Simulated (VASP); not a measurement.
Input:

```
CELL_PARAMETERS angstrom
     -1.68721     1.68721     1.68721
      1.68721    -1.68721     1.68721
      1.68721     1.68721    -1.68721
ATOMIC_POSITIONS crystal
  Nb 0.00000 0.00000 0.00000
```

All values below come from PBE GGA, VASP's PBE PAW potentials (set 64) (plane waves; VASP 6.6.1). Settings: 520 eV cut-off, 15×15×15 Γ-centred mesh, first-order Methfessel-Paxton smearing of 0.10 eV, potentials Nb_sv.

Problem. Predict the energy per atom (σ→0), pressure, band gap (on the k-mesh) with the smallest direct gap where there is one.

Solution. 
```
Property                                                     Value
------------------------  ----------------------------------------
band gap (on the k-mesh)  none (metal, semimetal or under 0.01 eV)
energy per atom (σ→0)                              -10183 meV/atom
pressure                                                 -9.00 GPa
```

Total energies compare only between runs with the same potentials, cut-off and functional.

The compound is Nb in the bcc structure. This cell is one point of a volume scan, at 1.06 of the reference volume.
